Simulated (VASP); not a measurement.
OSZICAR of a VASP run on Pd (fcc):

**OSZICAR**
```
       N       E                     dE             d eps       ncg     rms          rms(c)
DAV:   1     0.364188546932E+02    0.36419E+02   -0.51375E+03  1888   0.978E+02
DAV:   2    -0.513419217101E+01   -0.41553E+02   -0.40608E+02  2010   0.187E+02
DAV:   3    -0.548380837505E+01   -0.34962E+00   -0.34766E+00  2187   0.198E+01
DAV:   4    -0.548562433927E+01   -0.18160E-02   -0.18157E-02  2221   0.129E+00
DAV:   5    -0.548564470290E+01   -0.20364E-04   -0.20364E-04  2163   0.116E-01    0.703E+00
DAV:   6    -0.521814405394E+01    0.26750E+00   -0.12827E+00  1911   0.107E+01    0.347E+00
DAV:   7    -0.520982402228E+01    0.83200E-02   -0.33534E-03  2028   0.634E-01    0.191E+00
DAV:   8    -0.520633257230E+01    0.34914E-02   -0.99568E-04  1982   0.256E-01    0.308E-02
DAV:   9    -0.520633910391E+01   -0.65316E-05   -0.83685E-06  2414   0.311E-02    0.116E-02
DAV:  10    -0.520634210837E+01   -0.30045E-05   -0.13187E-06  2074   0.130E-02    0.189E-03
DAV:  11    -0.520634202304E+01    0.85327E-07   -0.21676E-08  1483   0.135E-03
   1 F= -.37767987E+01 E0= -.37762161E+01  d E =-.377680E+01
       N       E                     dE             d eps       ncg     rms          rms(c)
DAV:   1    -0.956418070507E+01   -0.43578E+01   -0.97058E+01  1895   0.111E+02    0.219E+01
DAV:   2    -0.491492208978E+01    0.46493E+01   -0.15749E+01  1876   0.410E+01    0.296E+00
DAV:   3    -0.474973220001E+01    0.16519E+00   -0.82369E-01  2237   0.782E+00    0.169E+00
DAV:   4    -0.475422505323E+01   -0.44929E-02   -0.26054E-02  2270   0.157E+00    0.735E-01
DAV:   5    -0.476004473489E+01   -0.58197E-02   -0.14262E-02  2305   0.915E-01    0.110E-01
DAV:   6    -0.476019734142E+01   -0.15261E-03   -0.20518E-04  2586   0.165E-01    0.277E-02
DAV:   7    -0.476018801306E+01    0.93284E-05   -0.35294E-05  2045   0.635E-02    0.260E-03
DAV:   8    -0.476018873003E+01   -0.71697E-06   -0.43294E-07  2384   0.606E-03    0.141E-03
DAV:   9    -0.476018894160E+01   -0.21157E-06   -0.79729E-08  1035   0.322E-03    0.609E-05
DAV:  10    -0.476018895338E+01   -0.11775E-07   -0.18950E-09   954   0.625E-04
   2 F= -.35972865E+01 E0= -.35969990E+01  d E =0.179512E+00
       N       E                     dE             d eps       ncg     rms          rms(c)
DAV:   1    -0.743125609237E+01   -0.26711E+01   -0.45678E+01  1892   0.797E+01    0.100E+01
DAV:   2    -0.518898128251E+01    0.22423E+01   -0.10297E+01  1885   0.291E+01    0.491E+00
DAV:   3    -0.516295039466E+01    0.26031E-01   -0.11109E-01  2118   0.268E+00    0.291E+00
DAV:   4    -0.516239210313E+01    0.55829E-03   -0.21072E-02  2108   0.141E+00    0.519E-01
DAV:   5    -0.516315928507E+01   -0.76718E-03   -0.14018E-03  2606   0.197E-01    0.705E-02
DAV:   6    -0.516320294110E+01   -0.43656E-04   -0.20884E-05  2154   0.576E-02    0.451E-03
DAV:   7    -0.516320343802E+01   -0.49692E-06   -0.26117E-07  2123   0.589E-03    0.232E-03
DAV:   8    -0.516320364671E+01   -0.20869E-06   -0.86122E-08  1928   0.233E-03    0.117E-04
DAV:   9    -0.516320363520E+01    0.11514E-07   -0.69659E-10   944   0.262E-04
   3 F= -.38270206E+01 E0= -.38264787E+01  d E =-.502219E-01
       N       E                     dE             d eps       ncg     rms          rms(c)
DAV:   1    -0.516091714391E+01    0.22865E-02   -0.12626E-02  1900   0.128E+00    0.179E-01
DAV:   2    -0.516024863305E+01    0.66851E-03   -0.32432E-03  1889   0.534E-01    0.457E-02
DAV:   3    -0.516025068478E+01   -0.20517E-05   -0.11104E-05  2127   0.282E-02    0.277E-02
DAV:   4    -0.516025529459E+01   -0.46098E-05   -0.79201E-06  2127   0.249E-02    0.189E-03
DAV:   5    -0.516025523906E+01    0.55525E-07   -0.55070E-08  1902   0.222E-03
   4 F= -.38271077E+01 E0= -.38265678E+01  d E =-.503090E-01
       N       E                     dE             d eps       ncg     rms          rms(c)
DAV:   1    -0.515862470177E+01    0.16306E-02   -0.48771E-03  1901   0.799E-01    0.111E-01
DAV:   2    -0.515836651138E+01    0.25819E-03   -0.12438E-03  1889   0.330E-01    0.285E-02
DAV:   3    -0.515836794777E+01   -0.14364E-05   -0.44944E-06  2128   0.177E-02    0.173E-02
DAV:   4    -0.515837045605E+01   -0.25083E-05   -0.30470E-06  2132   0.155E-02    0.117E-03
DAV:   5    -0.515837041710E+01    0.38952E-07   -0.21634E-08  1499   0.140E-03
   5 F= -.38271052E+01 E0= -.38265666E+01  d E =-.503065E-01
       N       E                     dE             d eps       ncg     rms          rms(c)
DAV:   1    -0.516204934201E+01   -0.36789E-02   -0.12632E-02  1898   0.129E+00    0.178E-01
DAV:   2    -0.516139183201E+01    0.65751E-03   -0.32128E-03  1889   0.529E-01    0.464E-02
DAV:   3    -0.516138713106E+01    0.47009E-05   -0.12814E-05  2143   0.292E-02    0.282E-02
DAV:   4    -0.516138525559E+01    0.18755E-05   -0.78663E-06  2123   0.251E-02    0.185E-03
DAV:   5    -0.516138536471E+01   -0.10911E-06   -0.67588E-08  1910   0.238E-03    0.858E-04
DAV:   6    -0.516138542248E+01   -0.57770E-07   -0.10168E-08   954   0.120E-03
   6 F= -.38270878E+01 E0= -.38265471E+01  d E =0.173822E-04
       N       E                     dE             d eps       ncg     rms          rms(c)
DAV:   1    -0.515968884586E+01    0.16965E-02   -0.55487E-03  1897   0.852E-01    0.119E-01
DAV:   2    -0.515939481249E+01    0.29403E-03   -0.14193E-03  1887   0.353E-01    0.304E-02
DAV:   3    -0.515939635735E+01   -0.15449E-05   -0.50921E-06  2135   0.189E-02    0.184E-02
DAV:   4    -0.515939909270E+01   -0.27353E-05   -0.34841E-06  2124   0.166E-02    0.125E-03
DAV:   5    -0.515939905009E+01    0.42607E-07   -0.24870E-08  1552   0.150E-03
   7 F= -.38271119E+01 E0= -.38265727E+01  d E =-.675384E-05
```

### Question
Which electronic solver shows in the log?

### Answer
It is blocked Davidson (ALGO = Normal, or the opening steps of other solvers). The INCAR had ALGO = Normal.

### Question
Can the final energy be trusted as converged?

### Answer
Self-consistency was reached. It stopped with EDIFF = 1E-7, NELM = 100, NSW = 40 and EDIFFG = -0.01 after 7 ionic steps (PBE GGA, plane waves, VASP's PBE PAW potentials (set 64)). Energy and stress use the plane-wave basis of the starting cell.

The compound is Pd in the fcc structure. This run relaxes it under an external pressure of 15 GPa. Symmetry was kept, so distortions that lower it aren't found.
